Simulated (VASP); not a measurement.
TiTe2:

```
Ti Te
1.0
     3.77700    0.00000    0.00000
    -1.88850    3.27098    0.00000
     0.00000    0.00000    6.49800
Ti Te
1 2
Direct
  0.00000 0.00000 0.00000
  0.66667 0.33333 0.26280
  0.33333 0.66667 0.73720
```

Base run:

* Program: VASP 6.6.1
* Functional: r2SCAN
* Potentials or basis: VASP PAW PBE potentials, release 64 (Ti_sv, Te)
* Cutoff: 520 eV
* k mesh: 9 × 9 × 5
* Occupations: fermi-dirac, width 0.05 eV
* Spin: no spin polarisation

Its results: band gap on the k mesh none (metal or under the smearing width); pressure 1.1 GPa; largest force 0.183 eV/Å.

Q: After a change of settings the same cell gave: band gap on the k mesh none (metal or under the smearing width); pressure -2.2 GPa; largest force 0.099 eV/Å. Which change was it?
A. functional from r2SCAN to PBEsol
B. functional from r2SCAN to HSE06; k mesh from 9 × 9 × 5 to 5 × 5 × 3
C. functional from r2SCAN to LDA; potentials or basis from VASP PAW PBE potentials, release 64 (Ti_sv, Te) to VASP PAW LDA potentials, release 64 (Ti_sv, Te)

A: A.

Caveats: the PAW data sets were made with another functional, which shifts forces and pressure a little; this functional lacks dispersion, which binds the layers, so the pressure and a relaxed spacing across them are unreliable (some runs).

Runs at the PBE level aren't shown here.
